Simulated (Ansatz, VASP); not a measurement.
# SnPtSe2S2 (1T-PtSe2 under 1T-SnS2, AC): VASP beside Ansatz

One calculation is typed for both programs; each brings its own data sets. How far apart do they land? The structure shown is the start of the Ansatz relaxation below; VASP solves that cell, so the two are compared at the walk's first step.

Program: Ansatz 0.2.0. Level of theory: plane waves, with VASP 6.6.1 beside it; single point at PBEsol with D3(BJ). Results are calculated unless marked as measured.

### Step 1. Starting point

The cell holds 6 atoms: 2 Se, 1 Pt, 2 S and 1 Sn. Cell: a = 3.725 Å, b = 3.725 Å, c = 45.233 Å, α = 90.0°, β = 90.0°, γ = 120.0°. Vacuum lies along c.

### Step 2. Ansatz: relaxation, PBEsol with D3(BJ)

Ansatz runs on its default PAW (the set named soft_2) files.

The two programs are compared at the cell with which this relaxation starts, whose forces are those of its first step.

input.yaml

```yaml
crystal:
  lattice:
    - [3.725, 0.0, 0.0]
    - [-1.8625, 3.2259446291, 0.0]
    - [0.0, 0.0, 45.2328846396]
  atoms:
    - { symbol: Se, position: [0.6666666667, 0.3333333333, 0.4211537723] }
    - { symbol: Pt, position: [0.0, 0.0, 0.446220909] }
    - { symbol: Se, position: [0.3333333333, 0.6666666667, 0.4712880455] }
    - { symbol: S, position: [0.3333333333, 0.6666666667, 0.5387168647] }
    - { symbol: Sn, position: [0.6666666667, 0.3333333333, 0.5587815462] }
    - { symbol: S, position: [0.0, 0.0, 0.5788462277] }
  periodic: [true, true, false]
kpoints:
  mp_grid: { grid: [12, 12, 1] }
hamiltonian:
  xc: pbesol
  dispersion: d3bj
scf:
  occupations: { method: fermi_dirac, width: 0.05 }
  convergence: { dr2_threshold: 1.0e-09 }
relax:
  f_tol: 0.004
  max_steps: 90
  cell: {}
output:
  write_potential: true
  write_density: true
  volumetric_format: npy
```

Launch:

```sh
ansatz run input.yaml --threads 4 --pin off --max-ram 12288MiB --backend cpu --events-out ev --progress --plain --runs-dir out
```

Numbers of over 12 decimals in the logs are rounded to 6 here.

Log:

```text
Warning: relax.cell: scf.convergence.dr2_threshold = 1e-9 eV is looser than the 2.04404413495e-10 eV advised for a relaxation that steers and ends on the stress (1e-10 eV for each atom of the cell: 6, times the square of relax.cell.stress_2d_tol = 0.05 N/m over 17.1 Å (the atoms' height at the walk's start and 5 Å past either face), 2.918e-2 GPa, over a crystal's default 0.05). What an SCF threshold leaves in a stress goes as its square root, and in the free energy as the threshold itself, and one threshold admits the most on a small cell: [figures from the program's tests cut] Set scf.convergence.dr2_threshold to 2.04404413495e-10 eV or tighter. [rest of the remark cut]
Engine: ansatz 0.2.0, x86_64-unknown-linux-gnu
Pseudopotentials: kind: paw
Pseudopotential: Se, paw, valence charge 16, recommended cutoff 420 eV (normal), Se.paw.azcp
Pseudopotential: Pt, paw, valence charge 18, recommended cutoff 420 eV (normal), Pt.paw.azcp
Pseudopotential: S, paw, valence charge 6, recommended cutoff 420 eV (normal), S.paw.azcp
Pseudopotential: Sn, paw, valence charge 14, recommended cutoff 420 eV (normal), Sn.paw.azcp
Functional definition: PBEsol
  exchange = pbesol_x
  correlation = pbesol_c
Crystal: 6 atoms, lattice volume = 543.547 Å³
Basis set: ecut = 420 eV, 10675 PW (Γ), exchange–correlation on 50×50×640 points (8 copies of the dense FFT grid, shifted against one another)
Bands: 46, of which v1, the nominal top of the filled ones, is band 38 counted from 1 (37 counted from 0)
Symmetry: 6 space group operations
Space group: P3m1 (ITA 156), of the structure as read, at distance tolerance 8.2e-5 Å
k-points: 19 of 144 (time reversal used)
Non-local potential: Se, projectors of the file, l = 0: 2, l = 1: 2, l = 2: 3, l = 3: 1
Non-local potential: Pt, projectors of the file, l = 0: 3, l = 1: 2, l = 2: 2, l = 3: 1
Non-local potential: S, projectors of the file, l = 0: 2, l = 1: 2, l = 2: 2
Non-local potential: Sn, projectors of the file, l = 0: 2, l = 1: 2, l = 2: 2, l = 3: 2
PAW form: soft (Blöchl's): semilocal exchange-correlation on the pseudo side does not see the compensation charge
PAW frozen core: Se, regenerated for the run's functional, and the local potential with it (the file was generated under x = pbe(κ = 0.804, μ = 0.219515), c = pbe(β = 0.066725))
PAW frozen core: Pt, regenerated for the run's functional, and the local potential with it (the file was generated under x = pbe(κ = 0.804, μ = 0.219515), c = pbe(β = 0.066725))
PAW frozen core: S, regenerated for the run's functional, and the local potential with it (the file was generated under x = pbe(κ = 0.804, μ = 0.219515), c = pbe(β = 0.066725))
PAW frozen core: Sn, regenerated for the run's functional, and the local potential with it (the file was generated under x = pbe(κ = 0.804, μ = 0.219515), c = pbe(β = 0.066725))
PAW one-centre angular grid: Se, 590 points (default); XC on 64 Gauss nodes
PAW one-centre angular grid: Pt, 590 points (default); XC on 64 Gauss nodes
PAW one-centre angular grid: S, 110 points (default); XC on 64 Gauss nodes
PAW one-centre angular grid: Sn, 590 points (default); XC on 64 Gauss nodes
Initial density: superposition of atomic densities (neutral atoms: chi_scale 0, normalization atom), corrected by the library's trained network
Initial wavefunctions: pseudopotential atomic-orbital guess
Functional: x = pbesol(κ = 0.804, μ = 0.123457), c = pbesol(β = 0.046)
SCF iter   1: F=—  HF=-30952.396074 eV  |F-HF|=—  |Δ(HF+E_count)|=         —  Δρ=2.66e-3  dr2=9.95e-2  ethr=1.77e-3  ⟨swp⟩=18.6  Hψ=6430  notcnv=0  defer=10
preconditioner: auto → Resta (q_TF=auto, 1.966 Å⁻¹)  ε∞=1.7  [insulator: Δε(μ)=0.634 eV  Ē_g=13.445 eV  σ=0.050 eV  W_gap=0.99  n_scr=46 (ndim 8)  ℏωp=11.0 eV  f_vac=0.762  D(μ)=0.00/eV (n_scr^D=0)  ε∞_Penn≈1.7  vacuum switching on, ρ_ref=1.3e-2 e/Å³]
SCF iter   2: F=—  HF=-30952.381909 eV  |F-HF|=—  |Δ(HF+E_count)|=   1.42e-2  Δρ=1.66e-3  dr2=1.05e-1  ethr=1.31e-4  ⟨swp⟩=4.3  Hψ=2139  notcnv=0  defer=39
preconditioner: auto → LDOS  [insulator: Δε(μ)=0.212 eV  Ē_g=10.007 eV  σ=0.050 eV  W_gap=0.61  n_scr=46 (ndim 8)  ℏωp=9.8 eV  f_vac=0.762  D(μ)=0.16/eV (n_scr^D=2)  ε∞_Penn≈2.0  β→1.0]
SCF iter   3: F=—  HF=-30952.391195 eV  |F-HF|=—  |Δ(HF+E_count)|=   9.29e-3  Δρ=2.11e-3  dr2=1.33e-1  ethr=1.31e-4  ⟨swp⟩=4.7  Hψ=1940  notcnv=0  defer=39
[...]
SCF iter   7: F=-30955.658999 eV  HF=-30955.658999 eV  |F-HF|=5.97e-10  |Δ(HF+E_count)|=  9.90e-10  Δρ=2.28e-7  dr2=3.78e-10  ethr=1.32e-12  ⟨swp⟩=12.8  Hψ=7193  notcnv=0
SCF 10 converged in 7 iterations: F = -30955.658999 eV  dr2 = 3.78e-10
relax step  10: F+E_penalty+E_count = -30955.65899856 eV  Δ(F+E_penalty+E_count) = +3.519e-7 eV  max|allowed force component| = 2.389e-3 eV/Å  Δτ_max = 0.0026 Å  P = -0.004 N/m  Ω = 519.350 Å³  energy of the carried Pulay correction = +2.421e-3 eV  fix = [c, alpha, beta]  reactions: c -0.000 N/m  (7 SCF iters, accepted)
Initial wavefunctions: pseudopotential atomic-orbital guess (no wavefunctions were taken with the density)
iter 1 solved again at ethr=4.33e-7 eV; its pass at ethr=3.10e-3 eV (dr2=3.29e-4 eV) is discarded
SCF iter   1: F=—  HF=-30955.657573 eV  |F-HF|=—  |Δ(HF+E_count)|=         —  Δρ=2.99e-5  dr2=6.93e-7  ethr=4.33e-7  ⟨swp⟩=5.5  Hψ=9594  notcnv=0
SCF iter   2: F=—  HF=-30955.657645 eV  |F-HF|=—  |Δ(HF+E_count)|=   7.15e-5  Δρ=6.12e-6  dr2=1.61e-7  ethr=9.11e-10  ⟨swp⟩=4.1  Hψ=2477  notcnv=0
SCF iter   3: F=—  HF=-30955.657644 eV  |F-HF|=—  |Δ(HF+E_count)|=   1.43e-7  Δρ=2.09e-6  dr2=3.66e-8  ethr=2.12e-10  ⟨swp⟩=3.0  Hψ=1906  notcnv=0
SCF iter   4: F=—  HF=-30955.657644 eV  |F-HF|=—  |Δ(HF+E_count)|=   1.28e-8  Δρ=7.86e-7  dr2=5.20e-9  ethr=4.81e-11  ⟨swp⟩=2.8  Hψ=1780  notcnv=0
SCF iter   5: F=-30955.657644 eV  HF=-30955.657644 eV  |F-HF|=1.42e-10  |Δ(HF+E_count)|=  3.97e-10  Δρ=1.85e-7  dr2=1.87e-10  ethr=1.32e-12  ⟨swp⟩=14.8  Hψ=8292  notcnv=0
SCF 11 converged in 5 iterations: F = -30955.657644 eV  dr2 = 1.87e-10
relax step  11: F+E_penalty+E_count = -30955.65764438 eV  Δ(F+E_penalty+E_count) = +1.354e-3 eV  max|allowed force component| = 2.223e-3 eV/Å  Δτ_max = 0.0000 Å  P = -0.037 N/m  Ω = 519.350 Å³  fix = [c, alpha, beta]  reactions: c -0.000 N/m  stress off target by 3.66e-2 N/m on what of the cell is left free  SCF on the basis re-selected at this cell (its energy is not comparable with the rows above)  (5 SCF iters)
basis re-selected at this cell: Δ(F+E_penalty+E_count) = +1.354e-3 eV, ΔP = -0.033 N/m vs the last step (what re-selecting the basis moved, of the pressure what is left beyond the Pulay correction that the steps carried, after the strain that the cell walked since its last selection, with what the two solves' SCF thresholds leave and, on support functions, any second-order correction that the steps lacked; it is no m [...]
WARN: The output density's exchange-correlation potential varies sharply where the density is thin. Do not read a vacuum level from v_tot or v_xc, or from such a field of the output density. On a cell that repeats whose density bears no net charge and no dipole along the vacuum's axis use v_es (v_loc + v_h of the components); under efield.dipole_correction with no amplitude use v_es + v_field, which holds any externa [...]
SCF converged after 5 iterations
Free energy (F): -30955.657644 eV
Harris-Foulkes:  -30955.657644 eV  (|F-HF|=1.42e-10)
Internal energy: -30955.656107 eV  (E = F + TS)
E sigma→0 (E₀):  -30955.656876 eV
Entropy (-TS):   -0.001538 eV (-0.256 meV/atom)
Fermi energy:    -5.396384 eV
--- Per-component energies (eV) ---
  E_band       = -2312.935969
  E_kinetic    = 1276.948779
  E_local      = -361666.318237  (includes V_loc(G=0)·N_el)
  E_nonlocal   = -952.458685
  E_hartree    = 180014.724839
  E_xc         = -1036.884278
  E_vxc        = -768.612528  (∫ρ·V_xc dr)
  E_paw        = -18292.729799  (= ΣΔE_a)
  E_vpaw       = -231.944669  (= ΣTr[D̂ρ^β])
  E_aug_tail   = -0.000997  (compensation charges beyond the density's cutoff)
  E_ewald      = 169699.903814
  E_disp       = -1.554164  (pairwise vdW)
  E_core_change = 2.712620  (= ΣΔE_core)
  E_smearing   = -0.001538  (= −TS)
  E_closure    = 0.000000  (closes the sum)
  Σ components = -30955.657644   (vs F -30955.657644, Δ=0.00e0)
--- Forces (eV/Å), atoms counted from 1 ---
  atom   1  Se     0.00000000     0.00000000     0.00143323
  atom   2  Pt     0.00000000     0.00000000     0.00011886
  atom   3  Se     0.00000000    -0.00000000    -0.00222306
  atom   4  S      0.00000000    -0.00000000     0.00049247
  atom   5  Sn    -0.00000000    -0.00000000    -0.00002253
  atom   6  S      0.00000000     0.00000000     0.00020013
  max |Σ_I F_I| component: 9.07e-7 eV/Å
--- 2D stress c σ (N/m, compression-positive) ---
       -0.036586      -0.000000       0.000000
       -0.000000      -0.036586      -0.000000
        0.000000      -0.000000      -0.000000
  P = ½ c Tr σ = -0.0366 N/m
--- Band table (eV; the first three rows and the last of 19) ---
  k-point 0: bands = [... 34 lower, -6.8727, -6.2940, -5.6177, -5.6177, -4.1984, -3.0311, -2.5467, -2.5467, ... 4 higher]
  k-point 1: bands = [... 34 lower, -6.8024, -6.1601, -5.6766, -5.6108, -3.9064, -3.1074, -2.6755, -2.6087, ... 4 higher]
  k-point 2: bands = [... 34 lower, -6.7862, -5.9523, -5.7760, -5.6799, -3.9946, -3.7481, -2.9072, -2.0975, ... 4 higher]
  k-point 18: bands = [... 34 lower, -7.5566, -7.4587, -6.6700, -6.5608, -4.1997, -3.8525, -3.7793, -0.8204, ... 4 higher]
  the weakly bound empty levels are not read free of the cell's end (no_gap_told)
--- Relaxed structure (10 steps of the walk, 10 accepted, 1 SCFs on fresh bases) ---
  F+E_penalty+E_count = -30955.65764438 eV   max|allowed force component| = 2.223e-3 eV/Å   (the final SCF, on the basis selected at the relaxed cell)
  cell:  # Å, volume = 519.3496 Å³
    - [3.641141, 0.0, 0]
    - [-1.820570, 3.153320, 0]
    - [0, 0, 45.2328846396]
  atoms:
    - { symbol: Se, position: [0.666667, 0.333333, 0.404388] }
    - { symbol: Pt, position: [0, 0, 0.433723] }
    - { symbol: Se, position: [0.333333, 0.666667, 0.462967] }
    - { symbol: S, position: [0.333333, 0.666667, 0.538738] }
    - { symbol: Sn, position: [0.666667, 0.333333, 0.571324] }
    - { symbol: S, position: [0, 0, 0.603868] }
```

### Step 3. VASP: single point, PBEsol with D3(BJ), start cell

The same cell, functional, mesh and smearing now go to VASP, with its own data sets.

Lines of VASP's logs that name or quote its potential files are left out, and so is its time.

INCAR

```
SYSTEM = SnPtSe2S2
PREC = Accurate
ENCUT = 400
EDIFF = 1E-06
NELM = 120
ISMEAR = -1
SIGMA = 0.05
LREAL = .FALSE.
ALGO = Normal
GGA = PS
IVDW = 12
NBANDS = 30
LASPH = .TRUE.
LORBIT = 11
LWAVE = .FALSE.
LCHARG = .FALSE.
ISIF = 2
LDIPOL = .TRUE.
IDIPOL = 3
DIPOL = 0.5 0.5 0.503
LVHAR = .TRUE.
GGA_COMPAT = .FALSE.
EFERMI = MIDGAP
NELMDL = -8
KPAR = 2
```

POSCAR

```
SnPtSe2S2
1.0
    3.7250000000      0.0000000000      0.0000000000
   -1.8625000000      3.2259450000      0.0000000000
    0.0000000000      0.0000000000     45.2328850000
Se Pt S Sn
2 1 2 1
Direct
    0.6666666667      0.3333333333      0.4211537690
    0.3333333333      0.6666666667      0.4712880463
    0.0000000000      0.0000000000      0.4462209076
    0.3333333333      0.6666666667      0.5387168650
    0.0000000000      0.0000000000      0.5788462310
    0.6666666667      0.3333333333      0.5587815369
```

KPOINTS

```
Automatic mesh
0
Gamma
12 12 1
0 0 0
```

Potentials, in the order of the species: Se, Pt, S and Sn_d (PBE family, release 64).

Launch:

```sh
mpirun -np 2 vasp_std
```

Log:

```text
[banner, memory and clock lines left out]
running    2 mpi-ranks, on    1 nodes
 distrk:  each k-point on    1 cores,    2 groups
 distr:  one band on    1 cores,    1 groups

 POSCAR found type information on POSCAR SePtS Sn
 POSCAR found :  4 types and       6 ions
|                                                                             |
|               ----> ADVICE to this user running VASP <----                  |
|                                                                             |
|     You enforced a specific xc type in the INCAR file but a different       |
|     [... a line on the potential file left out ...]
|     I HOPE YOU KNOW WHAT YOU ARE DOING!                                     |
|                                                                             |

 LDA part: xc-table for (Slater+PW92), standard interpolation
 POSCAR, INCAR and KPOINTS ok, starting setup
 FFT: planning ... GRIDC
 FFT: planning ... GRID_SOFT
 FFT: planning ... GRID
 WAVECAR not read
 entering main loop
       N       E                     dE             d eps       ncg     rms          rms(c)
DAV:   1     0.383740118280E+03    0.38374E+03   -0.16200E+04  1316   0.101E+03
DAV:   2     0.251279800311E+02   -0.35861E+03   -0.34702E+03  1598   0.238E+02
DAV:   3    -0.263308569554E+02   -0.51459E+02   -0.50485E+02  1476   0.109E+02
DAV:   4    -0.282305986205E+02   -0.18997E+01   -0.18734E+01  1486   0.245E+01
DAV:   5    -0.282955566313E+02   -0.64958E-01   -0.64878E-01  1656   0.390E+00
DAV:   6    -0.282973130813E+02   -0.17565E-02   -0.17561E-02  1610   0.623E-01
DAV:   7    -0.282973583595E+02   -0.45278E-04   -0.45275E-04  1688   0.933E-02
DAV:   8    -0.282973596322E+02   -0.12727E-05   -0.12724E-05  1480   0.139E-02    0.215E+01
DAV:   9    -0.267944521719E+02    0.15029E+01   -0.54304E+00  1346   0.220E+01    0.135E+01
DAV:  10    -0.267299787279E+02    0.64473E-01   -0.31920E+00  1304   0.139E+01    0.476E+00
DAV:  11    -0.265404091620E+02    0.18957E+00   -0.48405E-01  1302   0.644E+00    0.111E+00
DAV:  12    -0.265332230375E+02    0.71861E-02   -0.92517E-02  1358   0.212E+00    0.599E-01
DAV:  13    -0.265319156464E+02    0.13074E-02   -0.17746E-02  1338   0.889E-01    0.272E-01
DAV:  14    -0.265320607465E+02   -0.14510E-03   -0.14727E-03  1590   0.356E-01    0.118E-01
[...]
DAV:  20    -0.265323277841E+02   -0.25369E-04   -0.38939E-06  1122   0.861E-03    0.354E-03
DAV:  21    -0.265323592292E+02   -0.31445E-04   -0.23675E-06  1024   0.531E-03    0.393E-03
DAV:  22    -0.265323688277E+02   -0.95985E-05   -0.20661E-07   906   0.230E-03    0.178E-03
DAV:  23    -0.265323804151E+02   -0.11587E-04   -0.41708E-07   878   0.244E-03    0.476E-04
DAV:  24    -0.265323859584E+02   -0.55433E-05   -0.71573E-08   894   0.149E-03    0.719E-04
DAV:  25    -0.265323911724E+02   -0.52140E-05   -0.55225E-08   810   0.101E-03    0.229E-04
DAV:  26    -0.265323933859E+02   -0.22135E-05   -0.50264E-08   840   0.940E-04    0.160E-04
DAV:  27    -0.265323943062E+02   -0.92037E-06   -0.14396E-08   828   0.587E-04
   1 F= -.28231769E+02 E0= -.28231543E+02  d E =-.453121E-03
```

(Part 1 of 2 ends here.)

[Lines on the potential files, build, host, timing and source positions are cut from VASP's logs without a mark.]

[Logs are printed without paths, hosts, clocks, repeated set-up lines and the standing remarks that a program may print on its own settings, such as how far it seeks lower states.]

[Hosts, paths, dates, database ids (printed as entryN), source tags and the programs' standing remarks are cut or masked in the printed files.]
